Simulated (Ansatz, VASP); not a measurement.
# Ga2AsP in two plane-wave programs, part 2 of 2

Aim: how closely do two programs agree when they are given the same cell, functional and k mesh? The cell is generated by rule, not measured, and may not be a known phase. The cell is taken from a series of runs on this material, whose earlier steps may have relaxed, scaled, displaced or heated it; both programs get it as it stands.

VASP 6.6.1 and Ansatz 0.2.0.

So far: The starting structure; Ansatz: relaxation of cell and atoms, LDA.

## 3. VASP: relaxation of cell and atoms, LDA

Level of this step: LDA; plane waves and PAW (Ga_d, As, P); invented cell (VASP).

The same cell, functional (in two slightly different forms) and mesh now go to VASP, with its own data sets.

Lines of VASP's logs that name or quote its potential files are left out, and so is its time.

Contents of INCAR:

```
SYSTEM = Ga2AsP
PREC = Accurate
ENCUT = 500
EDIFF = 1E-07
NELM = 120
ISMEAR = 0
SIGMA = 0.01
LREAL = .FALSE.
ALGO = Normal
GGA = CA
NBANDS = 111
LORBIT = 11
LWAVE = .FALSE.
LCHARG = .FALSE.
ISIF = 3
IBRION = 2
NSW = 80
EDIFFG = -0.005
LASPH = .TRUE.
GGA_COMPAT = .FALSE.
NELMIN = 4
EFERMI = MIDGAP
KPAR = 4
```

Contents of POSCAR:

```
Ga2AsP
1.0
    3.8871700000      0.0000000000      0.0000000000
    0.0000000000      3.8871700000      0.0000000000
    0.0000000000      0.0000000000     27.4690150000
Ga As P
10 5 5
Direct
    0.0000000000      0.0000000000      0.9909412478
    0.5000000000      0.5000000000      0.0945117617
    0.0000000000      0.0000000000      0.1981675353
    0.5000000000      0.5000000000      0.3018324465
    0.0000000000      0.0000000000      0.4054882565
    0.5000000000      0.5000000000      0.5090587340
    0.0000000000      0.0000000000      0.6054779176
    0.5000000000      0.5000000000      0.7018223624
    0.0000000000      0.0000000000      0.7981776194
    0.5000000000      0.5000000000      0.8945220642
    0.5000000000      0.0000000000      0.0427724474
    0.0000000000      0.5000000000      0.1463389204
    0.5000000000      0.0000000000      0.2500000091
    0.0000000000      0.5000000000      0.3536610614
    0.5000000000      0.0000000000      0.4572275708
    0.0000000000      0.5000000000      0.5572275526
    0.5000000000      0.0000000000      0.6536465905
    0.0000000000      0.5000000000      0.7499999909
    0.5000000000      0.0000000000      0.8463533549
    0.0000000000      0.5000000000      0.9427724292
```

Contents of KPOINTS:

```
Automatic mesh
0
Gamma
8 8 1
0 0 0
```

PAW data sets: Ga_d, As and P (LDA family, release 64).

Command:

```console
$ mpirun -np 4 vasp_std
```

Numbers of over 12 decimals in the logs are rounded to 6 here.

The log of the run:

```text
[banner, memory and clock lines left out]
running    4 mpi-ranks, on    1 nodes
 distrk:  each k-point on    1 cores,    4 groups
 distr:  one band on    1 cores,    1 groups

 POSCAR found type information on POSCAR GaAsP
 POSCAR found :  3 types and      20 ions
|                                                                             |
|               ----> ADVICE to this user running VASP <----                  |
|                                                                             |
|     You have a (more or less) 'large supercell' and for larger cells it     |
|     might be more efficient to use real-space projection operators.         |
|     Therefore, try LREAL= Auto in the INCAR file.                           |
|     Mind: For very accurate calculation, you might also keep the            |
|     reciprocal projection scheme (i.e. LREAL=.FALSE.).                      |
|                                                                             |

 LDA part: xc-table for (Slater(with rela. corr.)+CA(PZ))
 , standard interpolation
 POSCAR, INCAR and KPOINTS ok, starting setup
 FFT: planning ... GRIDC
 FFT: planning ... GRID_SOFT
 FFT: planning ... GRID
 WAVECAR not read
 entering main loop
       N       E                     dE             d eps       ncg     rms          rms(c)
DAV:   1     0.199783279413E+04    0.19978E+04   -0.72932E+04  3648   0.234E+03
DAV:   2     0.380512473634E+03   -0.16173E+04   -0.15460E+04  3346   0.688E+02
DAV:   3    -0.588482629277E+02   -0.43936E+03   -0.41274E+03  4175   0.225E+02
DAV:   4    -0.999150819591E+02   -0.41067E+02   -0.40313E+02  3757   0.666E+01
DAV:   5    -0.103113627328E+03   -0.31985E+01   -0.31825E+01  4868   0.194E+01    0.124E+01
DAV:   6    -0.100781736169E+03    0.23319E+01   -0.41445E+00  4768   0.140E+01    0.712E+00
DAV:   7    -0.100347246306E+03    0.43449E+00   -0.23580E+00  3880   0.430E+00    0.179E+00
DAV:   8    -0.100321055228E+03    0.26191E-01   -0.40703E-01  3856   0.488E+00    0.444E-01
DAV:   9    -0.100321749940E+03   -0.69471E-03   -0.69669E-02  4308   0.302E+00    0.178E-01
DAV:  10    -0.100322055711E+03   -0.30577E-03   -0.12200E-02  4564   0.125E+00    0.954E-02
DAV:  11    -0.100322452129E+03   -0.39642E-03   -0.41254E-03  4157   0.316E-01    0.633E-02
DAV:  12    -0.100322496702E+03   -0.44574E-04   -0.44097E-04  4575   0.257E-01    0.124E-02
DAV:  13    -0.100322502527E+03   -0.58250E-05   -0.11988E-04  4205   0.143E-01    0.856E-03
DAV:  14    -0.100322507592E+03   -0.50651E-05   -0.57850E-05  4983   0.352E-02    0.537E-03
DAV:  15    -0.100322507910E+03   -0.31712E-06   -0.27145E-06  4116   0.276E-02    0.178E-03
DAV:  16    -0.100322507893E+03    0.16964E-07   -0.92766E-07  3639   0.174E-02
   1 F= -.10032251E+03 E0= -.10032251E+03  d E =-.100323E+03
[...]
2 F= -.10032314E+03 E0= -.10032314E+03  d E =-.635458E-03
[...]
3 F= -.10032335E+03 E0= -.10032335E+03  d E =-.840973E-03
[...]
4 F= -.10032335E+03 E0= -.10032335E+03  d E =-.840870E-03
[...]
5 F= -.10032337E+03 E0= -.10032337E+03  d E =-.210143E-04
[...]
6 F= -.10032339E+03 E0= -.10032339E+03  d E =-.420751E-04
[...]
7 F= -.10032339E+03 E0= -.10032339E+03  d E =-.434067E-04
 curvature:  -1.67 expect dE=-0.296E-04 dE for cont linesearch -0.170E-08
 trial: gam= 0.59588 g(F)=  0.166E-04 g(S)=  0.119E-05 ort = 0.165E-06 (trialstep = 0.134E+01)
 search vector abs. value=  0.274E-04
 bond charge predicted
       N       E                     dE             d eps       ncg     rms          rms(c)
DAV:   1    -0.100323398803E+03   -0.66454E-05   -0.29303E-03  3605   0.173E-01    0.164E-02
DAV:   2    -0.100323410664E+03   -0.11861E-04   -0.17459E-04  4862   0.668E-02    0.802E-03
DAV:   3    -0.100323410690E+03   -0.26310E-07   -0.15203E-05  4458   0.194E-02    0.410E-03
DAV:   4    -0.100323410395E+03    0.29501E-06   -0.16023E-06  4150   0.139E-02    0.198E-03
DAV:   5    -0.100323410359E+03    0.35652E-07   -0.52146E-07  3334   0.116E-02
   8 F= -.10032341E+03 E0= -.10032341E+03  d E =-.181897E-04
 trial-energy change:   -0.000018  1 .order   -0.000018   -0.000024   -0.000011
 step:   2.1850(harm=  2.5377)  dis= 0.00108  next Energy=  -100.323414 (dE=-0.219E-04)
 reached required accuracy - stopping structural energy minimisation
```

OUTCAR, selected parts (step 3):

```text
ion  position               nearest neighbor table
   1  0.000  0.000  0.991-  20 2.35  20 2.35  11 2.41  11 2.41
   2  0.500  0.500  0.095-  11 2.41  11 2.41  12 2.41  12 2.41
   3  0.000  0.000  0.198-  12 2.41  12 2.41  13 2.41  13 2.41
   4  0.500  0.500  0.302-  14 2.41  14 2.41  13 2.41  13 2.41
   5  0.000  0.000  0.405-  15 2.41  15 2.41  14 2.41  14 2.41
   6  0.500  0.500  0.509-  16 2.35  16 2.35  15 2.41  15 2.41
   7  0.000  0.000  0.605-  17 2.35  17 2.35  16 2.35  16 2.35
   8  0.500  0.500  0.702-  17 2.35  17 2.35  18 2.35  18 2.35
   9  0.000  0.000  0.798-  19 2.35  19 2.35  18 2.35  18 2.35
  10  0.500  0.500  0.895-  19 2.35  19 2.35  20 2.35  20 2.35
  11  0.500  0.000  0.043-   2 2.41   2 2.41   1 2.41   1 2.41
  12  0.000  0.500  0.146-   2 2.41   2 2.41   3 2.41   3 2.41
  13  0.500  0.000  0.250-   4 2.41   4 2.41   3 2.41   3 2.41
  14  0.000  0.500  0.354-   5 2.41   5 2.41   4 2.41   4 2.41
  15  0.500  0.000  0.457-   5 2.41   5 2.41   6 2.41   6 2.41
  16  0.000  0.500  0.557-   6 2.35   6 2.35   7 2.35   7 2.35
  17  0.500  0.000  0.654-   7 2.35   7 2.35   8 2.35   8 2.35
  18  0.000  0.500  0.750-   8 2.35   9 2.35   9 2.35   8 2.35
  19  0.500  0.000  0.846-  10 2.35  10 2.35   9 2.35   9 2.35
  20  0.000  0.500  0.943-   1 2.35   1 2.35  10 2.35  10 2.35

  LATTYP: Found a simple tetragonal cell.
 ALAT       =     3.8871700000
 C/A-ratio  =     7.0665844303

 Subroutine GETGRP returns: Found  8 space group operations
 (whereof  4 operations were pure point group operations)

The static configuration has the point symmetry C_2v.
 The point group associated with its full space group is D_2d.

 Found     15 irreducible k-points:

   k-points           NKPTS =     15   k-points in BZ     NKDIM =     15   number of bands    NBANDS=    111

   dimension x,y,z NGX =    28 NGY =   28 NGZ =  200
   dimension x,y,z NGXF=    56 NGYF=   56 NGZF=  400

   ENCUT  =  500.0 eV  36.75 Ry    6.06 a.u.   7.09  7.09 50.08*2*pi/ulx,y,z

   NELECT =     180.0000    total number of electrons

 k-points in reciprocal lattice and weights: Automatic mesh
   0.00000000  0.00000000  0.00000000       0.016
   0.12500000  0.00000000  0.00000000       0.062
   0.25000000  0.00000000  0.00000000       0.062
   0.37500000  0.00000000  0.00000000       0.062
   0.50000000  0.00000000  0.00000000       0.031
   0.12500000  0.12500000  0.00000000       0.062
   0.25000000  0.12500000  0.00000000       0.125
   0.37500000  0.12500000  0.00000000       0.125
   0.50000000  0.12500000  0.00000000       0.062
[...]
0.50000000  0.37500000  0.00000000       0.062
   0.50000000  0.50000000  0.00000000       0.016

 average (electrostatic) potential at core
       1 -66.8221       2 -66.7909       3 -66.7898       4 -66.7898       5 -66.7910
       6 -66.8222       7 -66.8511       8 -66.8520       9 -66.8520      10 -66.8510
      11 -53.0181      12 -53.0264      13 -53.0266      14 -53.0264      15 -53.0181
      16 -84.9245      17 -84.9127      18 -84.9128      19 -84.9126      20 -84.9244

 E-fermi :   5.0309

 k-point     1 :       0.0000    0.0000    0.0000
  band No.  band energies     occupation
    ...
     86       4.0025      2.00000
     87       4.0025      2.00000
     88       4.4054      2.00000
     89       4.5193      2.00000
     90       4.5193      2.00000
     91       5.5425      0.00000
     92       5.5622      0.00000
     93       5.5735      0.00000
     94       5.8007      0.00000
     95       5.9335      0.00000
    ...

 k-point     2 :       0.1250    0.0000    0.0000
  band No.  band energies     occupation
    ...
     86       3.9800      2.00000
     87       3.9996      2.00000
     88       4.0850      2.00000
     89       4.0958      2.00000
     90       4.4698      2.00000
     91       5.7995      0.00000
     92       6.0194      0.00000
     93       6.2525      0.00000
     94       6.3837      0.00000
     95       6.5293      0.00000
    ...

 k-point     3 :       0.2500    0.0000    0.0000
  band No.  band energies     occupation
    ...
     86       3.6200      2.00000
     87       3.6244      2.00000
     88       3.7259      2.00000
     89       3.9501      2.00000
     90       4.2972      2.00000
     91       6.1515      0.00000
     92       6.2381      0.00000
     93       6.2710      0.00000
     94       6.4433      0.00000
     95       6.4831      0.00000
    ...

  Total        0.0297875      0.0297875     -0.0039199      0.0000000      0.0000000      0.0000000
  in kB        0.1146767      0.1146767     -0.0150910      0.0000000      0.0000000      0.0000000
  external PRESSURE =       0.0714208 kB  Pullay stress =       0.0000000 kB

  energy-cutoff  :      500.00
  volume of cell :      416.17
      direct lattice vectors                 reciprocal lattice vectors
     3.889693100  0.000000000  0.000000000     0.257089692  0.000000000  0.000000000
     0.000000000  3.889693100  0.000000000     0.000000000  0.257089692  0.000000000
     0.000000000  0.000000000 27.506692457     0.000000000  0.000000000  0.036354789

 POSITION                                       TOTAL-FORCE (eV/Angst)
 -----------------------------------------------------------------------------------
      0.00000      0.00000     27.25483         0.000000      0.000000     -0.001968
      1.94485      1.94485      2.59923         0.000000      0.000000     -0.004092
      0.00000      0.00000      5.45097         0.000000      0.000000     -0.000756
      1.94485      1.94485      8.30238         0.000000      0.000000      0.000756
      0.00000      0.00000     11.15411         0.000000      0.000000      0.004092
      1.94485      1.94485     14.00521         0.000000      0.000000      0.001968
      0.00000      0.00000     16.65529         0.000000      0.000000      0.004042
      1.94485      1.94485     19.30490         0.000000      0.000000      0.001141
      0.00000      0.00000     21.95514         0.000000      0.000000     -0.001141
      1.94485      1.94485     24.60475         0.000000      0.000000     -0.004042
      1.94485      0.00000      1.17505         0.000000      0.000000     -0.001970
      0.00000      1.94485      4.02528         0.000000      0.000000     -0.002870
      1.94485      0.00000      6.87667         0.000000      0.000000      0.000000
      0.00000      1.94485      9.72807         0.000000      0.000000      0.002870
      1.94485      0.00000     12.57830         0.000000      0.000000      0.001970
      0.00000      1.94485     15.32904         0.000000      0.000000      0.002282
      1.94485      0.00000     17.97986         0.000000      0.000000      0.002719
      0.00000      1.94485     20.63002         0.000000      0.000000      0.000000
      1.94485      0.00000     23.28018         0.000000      0.000000     -0.002719
      0.00000      1.94485     25.93100         0.000000      0.000000     -0.002282
 -----------------------------------------------------------------------------------
    total drift:                                0.000000      0.000000      0.002246

  FREE ENERGIE OF THE ION-ELECTRON SYSTEM (eV)
  ---------------------------------------------------
  free  energy   TOTEN  =      -100.3234103595 eV

  energy  without entropy=     -100.3234103595  energy(sigma->0) =     -100.32341036

 reached required accuracy - stopping structural energy minimisation

 total charge
# of ion       s       p       d       tot
------------------------------------------
    1        0.885   0.861  10.007  11.753
    2        0.894   0.853  10.002  11.749
    3        0.895   0.852  10.002  11.749
    4        0.895   0.852  10.002  11.749
    5        0.894   0.853  10.002  11.749
    6        0.885   0.861  10.007  11.753
    7        0.877   0.867  10.012  11.756
    8        0.876   0.868  10.012  11.756
    9        0.876   0.868  10.012  11.756
   10        0.877   0.867  10.012  11.756
   11        1.213   1.631   0.034   2.878
   12        1.214   1.628   0.035   2.877
   13        1.214   1.628   0.035   2.877
   14        1.214   1.628   0.035   2.877
   15        1.213   1.631   0.034   2.878
   16        1.025   1.516   0.000   2.541
   17        1.025   1.518   0.000   2.543
   18        1.024   1.518   0.000   2.543
   19        1.025   1.518   0.000   2.543
   20        1.025   1.516   0.000   2.541
--------------------------------------------------
tot         20.048  24.332 100.243 144.623

[... 3 further parts left out ...]
```

CONTCAR:

```
Ga2AsP
   1.00000000000000
     3.8896931004759772    0.0000000000000000    0.0000000000000000
     0.0000000000000000    3.8896931004759772    0.0000000000000000
     0.0000000000000000    0.0000000000000000   27.5066924568595645
  Ga              As              P
    10     5     5
Direct
     0.0000000000000000    0.0000000000000000    0.9908435723018593
     0.5000000000000000    0.5000000000000000    0.0944945970834090
     0.0000000000000000    0.0000000000000000    0.1981687770350654
     0.5000000000000000    0.5000000000000000    0.3018312047649365
     0.0000000000000000    0.0000000000000000    0.4055054211165888
     0.5000000000000000    0.5000000000000000    0.5091564094981428
     0.0000000000000000    0.0000000000000000    0.6054995332735034
     0.5000000000000000    0.5000000000000000    0.7018254102141637
     0.0000000000000000    0.0000000000000000    0.7981745715858384
     0.5000000000000000    0.5000000000000000    0.8945004485264916
     0.5000000000000000    0.0000000000000000    0.0427185510265039
     0.0000000000000000    0.5000000000000000    0.1463381042267597
     0.5000000000000000    0.0000000000000000    0.2500000090999990
     0.0000000000000000    0.5000000000000000    0.3536618775732351
     0.5000000000000000    0.0000000000000000    0.4572814671734940
     0.0000000000000000    0.5000000000000000    0.5572840651547469
     0.5000000000000000    0.0000000000000000    0.6536539421655116
     0.0000000000000000    0.5000000000000000    0.7499999909000010
     0.5000000000000000    0.0000000000000000    0.8463460032344945
     0.0000000000000000    0.5000000000000000    0.9427159166452480
```

The run keeps the 8 symmetry operations of its start, so it cannot find a distortion of lower symmetry.

## 4. Differences

Known differences besides the potentials themselves: the two LDA forms differ slightly; fixed occupations in Ansatz, narrow Gaussian smearing in VASP; the data sets hold 230 valence electrons in Ansatz (on its PAW soft_1 files) and 180 in VASP; the cutoff is 420 eV in Ansatz and 500 eV in VASP; VASP's log shows a relativistic correction to its local exchange, Ansatz's none. Total energies have different zeros and are not compared.

The two programs side by side:

```csv
quantity,Ansatz,VASP,difference
volume (Å³),415.07,416.17,-0.26 %
"edge a after relaxation, in the typed setting (Å)",3.886,3.890,-0.08 %
"edge c after relaxation, in the typed setting (Å)",27.480,27.507,-0.10 %
```

## 5. Summary of results

```
difference in volume (relaxation of cell and atoms, LDA) : -0.26 %
```

**Reading.** The difference in volume is -0.26 % (relaxation of cell and atoms, LDA), within the 1.2 % picked in this series as the mark of a large difference, as far as the stopping tolerances let one tell. The data sets hold unlike numbers of valence electrons (230 in Ansatz and 180 in VASP), so part of the differences comes from the potentials. VASP runs on this material, other cells of it included, that failed, so that no pair exists: relaxation of cell and atoms, LDA (timeout). Such differences can come from data sets, numerical settings and the points named under the comparisons, not from the functional's error against experiment.

[Lines on the potential files, build, host, timing and source positions are cut from VASP's logs without a mark.]

[Logs are printed without paths, hosts, clocks, repeated set-up lines and the standing remarks that a program may print on its own settings, such as how far it seeks lower states.]

[Hosts, paths, dates, database ids (printed as entryN), source tags and the programs' standing remarks are cut or masked in the printed files.]
